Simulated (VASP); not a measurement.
Here is a VASP 6.6.1 calculation.

File INCAR:

```
ALGO = Normal
EDIFF = 1E-6
ENCUT = 520
GGA = PS
ICORELEVEL = 1
ISIF = 2
ISMEAR = 1
KPAR = 4
LASPH = True
LCHARG = False
LMAXMIX = 4
LREAL = False
LWAVE = False
NBANDS = 36
NELM = 80
PREC = Accurate
SIGMA = 0.1
```

KPOINTS

```
k-points
0
Gamma
  8 8 8
```

File POSCAR:

```
CoSi                                    
1.0
    4.3865828316      0.0000000000      0.0000000000
    0.0000000000      4.3865828316      0.0000000000
    0.0000000000      0.0000000000      4.3865828316
  Co              Si            
     4     4
Direct
     0.1457490868802580    0.1457490868802580    0.1457490868802580
     0.3542509131197420    0.8542509131197420    0.6457490868802580
     0.6457490868802580    0.3542509131197420    0.8542509131197420
     0.8542509131197420    0.6457490868802580    0.3542509131197420
     0.8433334719475596    0.8433334719475596    0.8433334719475596
     0.6566665280524404    0.1566665280524404    0.3433334719475596
     0.3433334719475596    0.6566665280524404    0.1566665280524404
     0.1566665280524404    0.3433334719475596    0.6566665280524404
```

Contents of KPOINTS_OPT:

```
explicit points
124
Reciprocal
 0.0000000000  0.0000000000  0.0000000000 1
 0.0000000000  0.0263157895  0.0000000000 1
 0.0000000000  0.0526315789  0.0000000000 1
 0.0000000000  0.0789473684  0.0000000000 1
 0.0000000000  0.1052631579  0.0000000000 1
 0.0000000000  0.1315789474  0.0000000000 1
 0.0000000000  0.1578947368  0.0000000000 1
 0.0000000000  0.1842105263  0.0000000000 1
 0.0000000000  0.2105263158  0.0000000000 1
 0.0000000000  0.2368421053  0.0000000000 1
 0.0000000000  0.2631578947  0.0000000000 1
 0.0000000000  0.2894736842  0.0000000000 1
 0.0000000000  0.3157894737  0.0000000000 1
 0.0000000000  0.3421052632  0.0000000000 1
 0.0000000000  0.3684210526  0.0000000000 1
 0.0000000000  0.3947368421  0.0000000000 1
 0.0000000000  0.4210526316  0.0000000000 1
 0.0000000000  0.4473684211  0.0000000000 1
 0.0000000000  0.4736842105  0.0000000000 1
 0.0000000000  0.5000000000  0.0000000000 1
 0.0000000000  0.5000000000  0.0000000000 1
 0.0263157895  0.5000000000  0.0000000000 1
 0.0526315789  0.5000000000  0.0000000000 1
 0.0789473684  0.5000000000  0.0000000000 1
 0.1052631579  0.5000000000  0.0000000000 1
 0.1315789474  0.5000000000  0.0000000000 1
 0.1578947368  0.5000000000  0.0000000000 1
 0.1842105263  0.5000000000  0.0000000000 1
 0.2105263158  0.5000000000  0.0000000000 1
 0.2368421053  0.5000000000  0.0000000000 1
 0.2631578947  0.5000000000  0.0000000000 1
 0.2894736842  0.5000000000  0.0000000000 1
 0.3157894737  0.5000000000  0.0000000000 1
 0.3421052632  0.5000000000  0.0000000000 1
 0.3684210526  0.5000000000  0.0000000000 1
 0.3947368421  0.5000000000  0.0000000000 1
 0.4210526316  0.5000000000  0.0000000000 1
 0.4473684211  0.5000000000  0.0000000000 1
 0.4736842105  0.5000000000  0.0000000000 1
 0.5000000000  0.5000000000  0.0000000000 1
 0.5000000000  0.5000000000  0.0000000000 1
 0.4736842105  0.4736842105  0.0000000000 1
 0.4473684211  0.4473684211  0.0000000000 1
 0.4210526316  0.4210526316  0.0000000000 1
 0.3947368421  0.3947368421  0.0000000000 1
 0.3684210526  0.3684210526  0.0000000000 1
 0.3421052632  0.3421052632  0.0000000000 1
 0.3157894737  0.3157894737  0.0000000000 1
 0.2894736842  0.2894736842  0.0000000000 1
 0.2631578947  0.2631578947  0.0000000000 1
 0.2368421053  0.2368421053  0.0000000000 1
 0.2105263158  0.2105263158  0.0000000000 1
 0.1842105263  0.1842105263  0.0000000000 1
 0.1578947368  0.1578947368  0.0000000000 1
 0.1315789474  0.1315789474  0.0000000000 1
 0.1052631579  0.1052631579  0.0000000000 1
 0.0789473684  0.0789473684  0.0000000000 1
 0.0526315789  0.0526315789  0.0000000000 1
 0.0263157895  0.0263157895  0.0000000000 1
 0.0000000000  0.0000000000  0.0000000000 1
 0.0000000000  0.0000000000  0.0000000000 1
 0.0263157895  0.0263157895  0.0263157895 1
 0.0526315789  0.0526315789  0.0526315789 1
 0.0789473684  0.0789473684  0.0789473684 1
 0.1052631579  0.1052631579  0.1052631579 1
 0.1315789474  0.1315789474  0.1315789474 1
 0.1578947368  0.1578947368  0.1578947368 1
 0.1842105263  0.1842105263  0.1842105263 1
 0.2105263158  0.2105263158  0.2105263158 1
 0.2368421053  0.2368421053  0.2368421053 1
 0.2631578947  0.2631578947  0.2631578947 1
 0.2894736842  0.2894736842  0.2894736842 1
 0.3157894737  0.3157894737  0.3157894737 1
 0.3421052632  0.3421052632  0.3421052632 1
 0.3684210526  0.3684210526  0.3684210526 1
 0.3947368421  0.3947368421  0.3947368421 1
 0.4210526316  0.4210526316  0.4210526316 1
 0.4473684211  0.4473684211  0.4473684211 1
 0.4736842105  0.4736842105  0.4736842105 1
 0.5000000000  0.5000000000  0.5000000000 1
 0.5000000000  0.5000000000  0.5000000000 1
 0.4736842105  0.5000000000  0.4736842105 1
 0.4473684211  0.5000000000  0.4473684211 1
 0.4210526316  0.5000000000  0.4210526316 1
 0.3947368421  0.5000000000  0.3947368421 1
 0.3684210526  0.5000000000  0.3684210526 1
 0.3421052632  0.5000000000  0.3421052632 1
 0.3157894737  0.5000000000  0.3157894737 1
 0.2894736842  0.5000000000  0.2894736842 1
 0.2631578947  0.5000000000  0.2631578947 1
 0.2368421053  0.5000000000  0.2368421053 1
 0.2105263158  0.5000000000  0.2105263158 1
 0.1842105263  0.5000000000  0.1842105263 1
 0.1578947368  0.5000000000  0.1578947368 1
 0.1315789474  0.5000000000  0.1315789474 1
 0.1052631579  0.5000000000  0.1052631579 1
 0.0789473684  0.5000000000  0.0789473684 1
 0.0526315789  0.5000000000  0.0526315789 1
 0.0263157895  0.5000000000  0.0263157895 1
 0.0000000000  0.5000000000  0.0000000000 1
 0.5000000000  0.5000000000  0.0000000000 1
 0.5000000000  0.5000000000  0.0263157895 1
 0.5000000000  0.5000000000  0.0526315789 1
 0.5000000000  0.5000000000  0.0789473684 1
 0.5000000000  0.5000000000  0.1052631579 1
 0.5000000000  0.5000000000  0.1315789474 1
 0.5000000000  0.5000000000  0.1578947368 1
 0.5000000000  0.5000000000  0.1842105263 1
 0.5000000000  0.5000000000  0.2105263158 1
 0.5000000000  0.5000000000  0.2368421053 1
 0.5000000000  0.5000000000  0.2631578947 1
 0.5000000000  0.5000000000  0.2894736842 1
 0.5000000000  0.5000000000  0.3157894737 1
 0.5000000000  0.5000000000  0.3421052632 1
 0.5000000000  0.5000000000  0.3684210526 1
 0.5000000000  0.5000000000  0.3947368421 1
 0.5000000000  0.5000000000  0.4210526316 1
 0.5000000000  0.5000000000  0.4473684211 1
 0.5000000000  0.5000000000  0.4736842105 1
 0.5000000000  0.5000000000  0.5000000000 1
 0.0000000000  0.0000000000  0.0000000000 1
 0.5000000000  0.5000000000  0.0000000000 1
 0.5000000000  0.5000000000  0.5000000000 1
 0.0000000000  0.5000000000  0.0000000000 1
```

Potentials or basis: VASP PAW PBE potentials, release 64 (Co, Si).

Launch:

```bash
$ cat potpaw_PBE.64/Co/POTCAR potpaw_PBE.64/Si/POTCAR > POTCAR
$ mpirun -np 4 vasp_std > vasp.out
```

Question: Estimate the band gap along the path.

Answer: None (metal or under the smearing width).

Question: What does it give for the pressure?

Answer: 0.0 GPa.

Levels at the corners of the path, in eV from the Fermi level:
```
point  band 22  band 23  band 24  band 25  band 26  band 27  band 28  band 29  band 30  band 31
    Γ    -0.93    -0.80    -0.80     0.01     0.01     0.01     2.67     2.67     2.67     3.02
    X    -1.07    -0.66    -0.66    -0.49    -0.49     1.06     1.06     1.61     1.61     4.41
    X    -1.07    -0.66    -0.66    -0.49    -0.49     1.06     1.06     1.61     1.61     4.41
    M    -1.53    -1.02    -1.02    -0.03    -0.03     0.64     0.64     2.14     2.14     2.63
    M    -1.53    -1.02    -1.02    -0.03    -0.03     0.64     0.64     2.14     2.14     2.63
    Γ    -0.93    -0.80    -0.80     0.01     0.01     0.01     2.67     2.67     2.67     3.02
    Γ    -0.93    -0.80    -0.80     0.01     0.01     0.01     2.67     2.67     2.67     3.02
    R    -1.26    -1.26    -1.26    -0.22    -0.22    -0.22    -0.22     5.64     5.64     5.64
    R    -1.26    -1.26    -1.26    -0.22    -0.22    -0.22    -0.22     5.64     5.64     5.64
    X    -1.07    -0.66    -0.66    -0.49    -0.49     1.06     1.06     1.61     1.61     4.41
    M    -1.53    -1.02    -1.02    -0.03    -0.03     0.64     0.64     2.14     2.14     2.63
    R    -1.26    -1.26    -1.26    -0.22    -0.22    -0.22    -0.22     5.64     5.64     5.64
```

Caveat: the PAW data sets were made with another functional, which shifts forces and pressure a little. Spin polarisation is off, so any magnetic state and its effect on volume and gap are missing.
